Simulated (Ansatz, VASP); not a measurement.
**NbP in two plane-wave programs**

Aim: how closely do two programs agree when they are given the same cell, functional and k mesh? The cell is a member of a volume series, scaled by 0.98 from a relaxed one, so a pressure remains.

Main program and level: Ansatz 0.2.0; plane waves, with VASP 6.6.1 beside it; single point at r2SCAN and electric field gradients at r2SCAN.

## 1. Starting point

The structure is tetragonal, space group I4_1md (No. 109). The conventional cell has a = 3.314 Å, b = 3.314 Å, c = 11.364 Å, α = 90.00°, β = 90.00°, γ = 90.00°. Nearest to Nb lie 6 P at 2.52 to 2.53 Å. P has 6 Nb at 2.52 to 2.53 Å nearest. Farther neighbours are not listed.

## 2. VASP: single point, r2SCAN, volume scaled by 0.98

With cell and atoms fixed, the geometry can't cause a difference; cores, projectors, grids and the points listed under the comparison can.

Lines of VASP's logs that name or quote its potential files are left out, and so is its time.

INCAR

```
SYSTEM = NbP
PREC = Accurate
ENCUT = 400
EDIFF = 1E-06
NELM = 100
ISMEAR = 0
SIGMA = 0.05
LREAL = .FALSE.
ALGO = Normal
METAGGA = R2SCAN
LASPH = .TRUE.
NBANDS = 24
LORBIT = 11
LWAVE = .FALSE.
LCHARG = .FALSE.
KPAR = 4
ISIF = 2
```

POSCAR

```
NbP
1.0
   -1.6570711717      1.6570711717      5.6822412831
    1.6570711717     -1.6570711717      5.6822412831
    1.6570711717      1.6570711717     -5.6822412831
Nb P
2 2
Direct
    0.7498791725      0.7498791725      0.0000000000
    0.4998791725      0.9998791725      0.5000000000
    0.3327493975      0.3327493975      0.0000000000
    0.0827494075      0.5827494075      0.5000000000
```

KPOINTS

```
Automatic mesh
0
Gamma
11 11 11
0 0 0
```

PAW data sets: Nb_sv and P (PBE family, release 64).

The run is started by

```bash
$ mpirun -np 4 vasp_std
```

Numbers of over 12 decimals in the logs are rounded to 6 here.

The log of the run:

```text
[banner, memory and clock lines left out]
running    4 mpi-ranks, on    1 nodes
 distrk:  each k-point on    1 cores,    4 groups
 distr:  one band on    1 cores,    1 groups

 POSCAR found type information on POSCAR NbP
 POSCAR found :  2 types and       4 ions
|                                                                             |
|               ----> ADVICE to this user running VASP <----                  |
|                                                                             |
|     You enforced a specific xc type in the INCAR file but a different       |
|     [... a line on the potential file left out ...]
|     I HOPE YOU KNOW WHAT YOU ARE DOING!                                     |
|                                                                             |

 LDA part: xc-table for (None), standard interpolation
 POSCAR, INCAR and KPOINTS ok, starting setup
 FFT: planning ... GRIDC
 FFT: planning ... GRID_SOFT
 FFT: planning ... GRID
 WAVECAR not read
 entering main loop
       N       E                     dE             d eps       ncg     rms          rms(c)
DAV:   1     0.251560626362E+03    0.25156E+03   -0.17630E+04  6064   0.127E+03
DAV:   2    -0.606268839142E+02   -0.31219E+03   -0.30523E+03  7392   0.474E+02
DAV:   3    -0.862297088799E+02   -0.25603E+02   -0.25342E+02 11600   0.971E+01
DAV:   4    -0.875409709616E+02   -0.13113E+01   -0.13069E+01  8576   0.194E+01
DAV:   5    -0.876105136729E+02   -0.69543E-01   -0.69524E-01 10376   0.465E+00    0.175E+01
DAV:   6    -0.719205110934E+02    0.15690E+02   -0.10752E+01  9680   0.303E+01    0.595E+00
DAV:   7    -0.720022505747E+02   -0.81739E-01   -0.43651E-01  8840   0.477E+00    0.339E+00
DAV:   8    -0.720404397449E+02   -0.38189E-01   -0.57736E-02 10456   0.175E+00    0.343E-01
DAV:   9    -0.720419982718E+02   -0.15585E-02   -0.56991E-03  9256   0.480E-01    0.241E-01
DAV:  10    -0.720425984220E+02   -0.60015E-03   -0.13483E-03  8360   0.311E-01    0.388E-02
DAV:  11    -0.720425823856E+02    0.16036E-04   -0.74931E-05  9248   0.598E-02    0.133E-02
DAV:  12    -0.720425815742E+02    0.81138E-06   -0.11791E-05  7712   0.177E-02    0.630E-03
DAV:  13    -0.720425807909E+02    0.78332E-06   -0.11832E-06  5944   0.969E-03
   1 F= -.72042581E+02 E0= -.72042157E+02  d E =-.847850E-03
```

From OUTCAR (step 2):

```text
ion  position               nearest neighbor table
   1  0.750  0.750  0.000-   4 2.52   4 2.52   3 2.53   3 2.53   3 2.53   3 2.53
   2  0.500  1.000  0.500-   3 2.52   3 2.52   4 2.53   4 2.53   4 2.53   4 2.53
   3  0.333  0.333  0.000-   2 2.52   2 2.52   1 2.53   1 2.53   1 2.53   1 2.53
   4  0.083  0.583  0.500-   1 2.52   1 2.52   2 2.53   2 2.53   2 2.53   2 2.53

  LATTYP: Found a body centered tetragonal cell.
 ALAT       =     3.3141423434
 C/A-ratio  =     3.4290870423

 Subroutine GETGRP returns: Found  8 space group operations
 (whereof  4 operations were pure point group operations)

The static configuration has the point symmetry C_2v.
 The point group associated with its full space group is C_4v.

 Found    126 irreducible k-points:

   k-points           NKPTS =    126   k-points in BZ     NKDIM =    126   number of bands    NBANDS=     24

   dimension x,y,z NGX =    40 NGY =   40 NGZ =   40
   dimension x,y,z NGXF=    80 NGYF=   80 NGZF=   80

   ENCUT  =  400.0 eV  29.40 Ry    5.42 a.u.  10.02 10.02 10.02*2*pi/ulx,y,z

   NELECT =      36.0000    total number of electrons

 k-points in reciprocal lattice and weights: Automatic mesh
   0.00000000  0.00000000  0.00000000       0.001
   0.09090909 -0.00000000  0.00000000       0.006
   0.18181818 -0.00000000  0.00000000       0.006
   0.27272727  0.00000000  0.00000000       0.006
   0.36363636  0.00000000  0.00000000       0.006
   0.45454545 -0.00000000  0.00000000       0.006
   0.09090909  0.09090909  0.00000000       0.006
   0.18181818  0.09090909  0.00000000       0.012
   0.27272727  0.09090909  0.00000000       0.012
[...]
-0.45454545  0.45454545  0.45454545       0.003
  -0.45454545 -0.45454545  0.45454545       0.002

 average (electrostatic) potential at core
       1 -82.9049       2 -82.9049       3 -80.3184       4 -80.3184

 E-fermi :  11.0071

 k-point     1 :       0.0000    0.0000    0.0000
  band No.  band energies     occupation
    ...
     14       8.5550      2.00000
     15       8.6901      2.00000
     16       9.1434      2.00000
     17       9.5119      2.00000
     18       9.5119      2.00000
     19      11.9155      0.00000
     20      12.7585      0.00000
     21      13.9206      0.00000
     22      14.4245      0.00000
     23      14.4245      0.00000
    ...

 k-point     2 :       0.0909   -0.0000    0.0000
  band No.  band energies     occupation
    ...
     14       8.4610      2.00000
     15       8.7164      2.00000
     16       9.0465      2.00000
     17       9.4679      2.00000
     18       9.6670      2.00000
     19      11.7542      0.00000
     20      12.5147      0.00000
     21      13.6949      0.00000
     22      14.2154      0.00000
     23      14.7186      0.00000
    ...

 k-point     3 :       0.1818   -0.0000    0.0000
  band No.  band energies     occupation
    ...
     14       8.2305      2.00000
     15       8.8814      2.00000
     16       9.1541      2.00000
     17       9.2601      2.00000
     18      10.0394      2.00000
     19      11.5051      0.00000
     20      12.2219      0.00000
     21      13.0873      0.00000
     22      14.0099      0.00000
     23      14.5305      0.00000
    ...

  Total        1.7106262      1.7106262      1.4203805      0.0000000      0.0000000      0.0000000
  in kB       43.9140730     43.9140730     36.4630746      0.0000000      0.0000000      0.0000000
  external PRESSURE =      41.4304069 kB  Pullay stress =       0.0000000 kB

  energy-cutoff  :      400.00
  volume of cell :       62.41
      direct lattice vectors                 reciprocal lattice vectors
    -1.657071172  1.657071172  5.682241283     0.000000000  0.301737191  0.087993447
     1.657071172 -1.657071172  5.682241283     0.301737191  0.000000000  0.087993447
     1.657071172  1.657071172 -5.682241283     0.301737191  0.301737191  0.000000000

 POSITION                                       TOTAL-FORCE (eV/Angst)
 -----------------------------------------------------------------------------------
      0.00000      0.00000      8.52199        -0.000000      0.000000      0.006826
      1.65707      0.00000      5.68087         0.000000     -0.000000      0.006826
      0.00000      0.00000      3.78152         0.000000      0.000000     -0.006826
      1.65707      0.00000      0.94040         0.000000      0.000000     -0.006826
 -----------------------------------------------------------------------------------
    total drift:                               -0.000001     -0.000001      0.000544

  FREE ENERGIE OF THE ION-ELECTRON SYSTEM (eV)
  ---------------------------------------------------
  free  energy   TOTEN  =       -72.0425807909 eV

  energy  without entropy=      -72.0417329406  energy(sigma->0) =      -72.04215687

 total charge
# of ion       s       p       d       tot
------------------------------------------
    1        2.157   6.038   2.473  10.668
    2        2.157   6.038   2.473  10.668
    3        1.018   1.575   0.000   2.594
    4        1.018   1.575   0.000   2.594
--------------------------------------------------
tot          6.351  15.226   4.946  26.523

[... 3 further parts left out ...]
```

The run ends at a pressure of 4.14 GPa, with forces up to 0.0068 eV/Å.

## 3. Ansatz: single point, r2SCAN, volume scaled by 0.98

Ansatz runs on its default PAW (the set named soft_2) files.

The same cell, functional, mesh and smearing now go to Ansatz, which takes its cutoff from its data sets.

input.yaml

```yaml
crystal:
  lattice:
    - [-1.6570711717, 1.6570711717, 5.6822412831]
    - [1.6570711717, -1.6570711717, 5.6822412831]
    - [1.6570711717, 1.6570711717, -5.6822412831]
  atoms:
    - { symbol: Nb, position: [0.7498791725, 0.7498791725, 0.0] }
    - { symbol: Nb, position: [0.4998791725, 0.9998791725, 0.5] }
    - { symbol: P, position: [0.3327493975, 0.3327493975, 0.0] }
    - { symbol: P, position: [0.0827494075, 0.5827494075, 0.5] }
hamiltonian:
  xc: r2scan
  pseudopotentials: { kind: paw }
kpoints:
  mp_grid: { grid: [11, 11, 11] }
scf:
  occupations: { method: gaussian, width: 0.05 }
  n_extra_bands: 5
output:
  forces: true
  stress: true
  eigenvalues: true
  write_density: true
  write_potential: true
  elf: true
  volumetric_format: npy
```

The run is started by

```bash
$ ansatz run input.yaml --threads 2 --pin off --max-ram 4608MiB --backend cpu --events-out ev --progress --plain --runs-dir out
```

The log of the run:

```text
basis.fft_grid_basis auto: the FFT boxes are laid along the combinations [[1, -1, 0], [0, 1, 0], [1, 0, 1]] of the cell's own vectors, 4.687, 6.147 and 3.314 Å long. The dense box has 36×45×25 points. Along the cell's own vectors, as sized, it would have 45×45×45, 2.25 times as many. Of the 8 symmetry operations that the crystal satisfies within crystal.symmetry.tolerance (time reversal apart; of a slab, those that k [...]
scf.n_extra_bands = 5 over 18 filled bands (N_el = 36.0): the run solves 23 bands
Engine: ansatz 0.2.0, aarch64-unknown-linux-gnu
Pseudopotentials: kind: paw
Pseudopotential: Nb, paw, valence charge 13, recommended cutoff 500 eV (meta_gga), Nb.paw.azcp
Pseudopotential: P, paw, valence charge 5, recommended cutoff 500 eV (meta_gga), P.paw.azcp
Functional definition: r2SCAN
  parameter k0 = 0.174
  parameter k1 = 0.065
  parameter a1 = 4.9479
  exchange = r2scan_x(k0 = k0, k1 = k1, a1 = a1)
  correlation = r2scan_c
Crystal: 4 atoms, lattice volume = 62.411 Å³
Basis set: ecut = 500 eV, 1577 PW (Γ), FFT grids on a1−a2, a2, a1+a3, exchange–correlation on 144×180×100 points (64 copies of the dense FFT grid, shifted against one another)
Bands: 23, of which v1, the nominal top of the filled ones, is band 18 counted from 1 (17 counted from 0)
Symmetry: 8 space group operations
Space group: I41md (ITA 109), of the structure as read, at distance tolerance 4.0e-5 Å
k-points: 126 of 1331 (time reversal used)
Non-local potential: Nb, projectors of the file, l = 0: 3, l = 1: 2, l = 2: 2, l = 3: 1
Non-local potential: P, projectors of the file, l = 0: 2, l = 1: 2, l = 2: 2
PAW form: soft (Blöchl's): semilocal exchange-correlation on the pseudo side does not see the compensation charge
PAW frozen core: Nb, regenerated for the run's functional (the file was generated under x = pbe(κ = 0.804, μ = 0.219515), c = pbe(β = 0.066725))
PAW frozen core: P, regenerated for the run's functional (the file was generated under x = pbe(κ = 0.804, μ = 0.219515), c = pbe(β = 0.066725))
PAW one-centre angular grid: Nb, 590 points (default); XC on 160 Gauss nodes
PAW one-centre angular grid: P, 302 points (default); XC on 160 Gauss nodes
Initial density: superposition of atomic densities (neutral atoms: chi_scale 0, normalization atom), corrected by the library's trained network
Initial wavefunctions: pseudopotential atomic-orbital guess
Functional: x = r2scan, c = r2scan; τ floored in thin density (d = 2e-4 eV/Å³)
SCF iter   1: F=—  HF=-10649.932353 eV  |F-HF|=—  |Δ(HF+E_count)|=         —  Δρ=1.24e-2  dr2=1.00e-1  dr2_τ=5.37e-2  ethr=1.77e-3  ⟨swp⟩=6.2  Hψ=14716  notcnv=0
preconditioner: auto → Kerker (q_TF=auto, 2.489 Å⁻¹)  [metal: Δε(μ)=0.012 eV  Ē_g=7.476 eV  σ=0.050 eV  W_gap=0.13  n_scr=12 (ndim 8)  ℏωp=21.0 eV  f_vac=0.000  D(μ)=0.61/eV (n_scr^D=2)]
SCF iter   2: F=—  HF=-10649.985344 eV  |F-HF|=—  |Δ(HF+E_count)|=   5.30e-2  Δρ=6.42e-3  dr2=1.83e-2  dr2_τ=2.24e-3  ethr=2.78e-4  ⟨swp⟩=2.7  Hψ=6029  notcnv=0  defer=115
SCF iter   3: F=—  HF=-10649.990338 eV  |F-HF|=—  |Δ(HF+E_count)|=   4.99e-3  Δρ=1.77e-3  dr2=1.16e-3  dr2_τ=5.85e-5  ethr=5.07e-5  ⟨swp⟩=3.0  Hψ=5536  notcnv=0  defer=115
SCF iter   4: F=—  HF=-10649.991342 eV  |F-HF|=—  |Δ(HF+E_count)|=   1.00e-3  Δρ=3.55e-4  dr2=7.12e-5  dr2_τ=2.68e-6  ethr=3.23e-6  ⟨swp⟩=2.4  Hψ=4505  notcnv=0  defer=115
SCF iter   5: F=—  HF=-10649.991403 eV  |F-HF|=—  |Δ(HF+E_count)|=   6.10e-5  Δρ=8.14e-5  dr2=3.18e-6  dr2_τ=1.56e-7  ethr=1.98e-7  ⟨swp⟩=2.1  Hψ=4494  notcnv=0  defer=115
SCF iter   6: F=—  HF=-10649.991406 eV  |F-HF|=—  |Δ(HF+E_count)|=   2.45e-6  Δρ=1.82e-5  dr2=2.96e-7  dr2_τ=2.41e-8  ethr=8.84e-9  ⟨swp⟩=2.0  Hψ=4050  notcnv=0  defer=115
SCF iter   7: F=-10649.991406 eV  HF=-10649.991406 eV  |F-HF|=1.62e-8  |Δ(HF+E_count)|=   1.28e-7  Δρ=5.42e-6  dr2=1.78e-8  dr2_τ=7.54e-10  ethr=2.78e-10  ⟨swp⟩=13.4  Hψ=20719  notcnv=0
SCF 1 converged in 7 iterations: F = -10649.991406 eV  dr2 = 1.78e-8
  greatest PAW one-centre occupation: 1.000 electrons in one spin orbital (limit 2), on the Nb atom at site 1 (counted from 0), in its partial waves of l = 0
SCF converged after 7 iterations
Free energy (F): -10649.991406 eV
Harris-Foulkes:  -10649.991406 eV  (|F-HF|=1.62e-8)
Internal energy: -10649.990556 eV  (E = F + TS)
E sigma→0 (E₀):  -10649.990981 eV
Entropy (-TS):   -0.000850 eV (-0.212 meV/atom)
Fermi energy:    15.441153 eV
--- Per-component energies (eV) ---
  E_band       = -153.545953
  E_kinetic    = 936.073993
  E_local      = -1683.300964  (includes V_loc(G=0)·N_el)
  E_nonlocal   = 303.251860
  E_hartree    = 548.105513
  E_xc         = -461.107147
  E_vxc        = -610.273576  (∫ρ·V_xc dr)
  E_paw        = -7331.621527  (= ΣΔE_a)
  E_vpaw       = -231.057908  (= ΣTr[D̂ρ^β])
  E_aug_tail   = 0.000011  (compensation charges beyond the density's cutoff)
  E_vtau       = 35.549693  (kinetic-family band-sum trace: ∫τ·v_τ [+ j·A + Jᵃ·Aᵃ] dr)
  E_ewald      = -2960.825750
  E_core_change = -0.566546  (= ΣΔE_core)
  E_smearing   = -0.000850  (= −TS)
  E_closure    = 0.000000  (closes the sum)
  Σ components = -10649.991406   (vs F -10649.991406, Δ=0.00e0)
--- Forces (eV/Å), atoms counted from 1 ---
  atom   1  Nb    -0.00000000    -0.00000000     0.00790060
  atom   2  Nb     0.00000000     0.00000000     0.00790060
  atom   3  P     -0.00000000    -0.00000000    -0.00791072
  atom   4  P      0.00000000     0.00000000    -0.00791072
  max |Σ_I F_I| component: 2.02e-5 eV/Å
--- Stress (GPa, compression-positive) ---
        5.027555       0.000000      -0.000000
        0.000000       5.027555       0.000000
       -0.000000      -0.000000       4.228871
  P = ⅓ Tr σ = 4.7613 GPa (47.613 kbar)
--- Band table (eV; the first three rows and the last of 126) ---
  k-point 0: bands = [... 14 lower, 13.1232, 13.5740, 13.9477, 13.9477, 16.3496, 17.1936, 18.3524, 18.8593, ... 1 higher]
  k-point 1: bands = [... 14 lower, 12.9173, 13.3673, 14.0538, 14.2074, 16.0048, 16.6454, 18.3543, 18.3940, ... 1 higher]
  k-point 2: bands = [... 14 lower, 12.4289, 13.5372, 14.4988, 14.6205, 15.7277, 15.9538, 17.8193, 18.7836, ... 1 higher]
  k-point 125: bands = [... 14 lower, 12.5208, 13.0426, 14.3743, 14.9776, 16.3998, 17.2661, 17.6736, 18.0328, ... 1 higher]
```

Wall time 59 s (2 threads of Arm Neoverse N1, shared host); peak memory 0.55 GiB; 1.9 min of CPU time.

Reading the cycles: dr2 is the Hartree energy of the density residual (eV), the measure of convergence; HF is the Harris–Foulkes estimate of the energy, which meets the free energy F at convergence.

The run ends at a pressure of 4.76 GPa, with forces up to 0.0079 eV/Å.

## 4. Comparison

Known differences besides the potentials themselves: VASP keeps PBE cores, Ansatz makes them for the functional; the cutoff is 500 eV in Ansatz and 400 eV in VASP. Total energies have different zeros and are not compared.

The two programs side by side:

| quantity | Ansatz | VASP | difference |
| --- | --- | --- | --- |
| pressure (GPa) | 4.76 | 4.14 | +0.62 |
| pressure without Ansatz's Pulay correction (GPa) | 4.70 | 4.14 | +0.56 |

Ansatz's pressure holds a Pulay correction of 0.06 GPa; VASP's holds none.

(Part 1 of 2 ends here.)

[Lines on the potential files, build, host, timing and source positions are cut from VASP's logs without a mark.]

[Logs are printed without paths, hosts, clocks, repeated set-up lines and the standing remarks that a program may print on its own settings, such as how far it seeks lower states.]

[Hosts, paths, dates, database ids (printed as entryN), source tags and the programs' standing remarks are cut or masked in the printed files.]
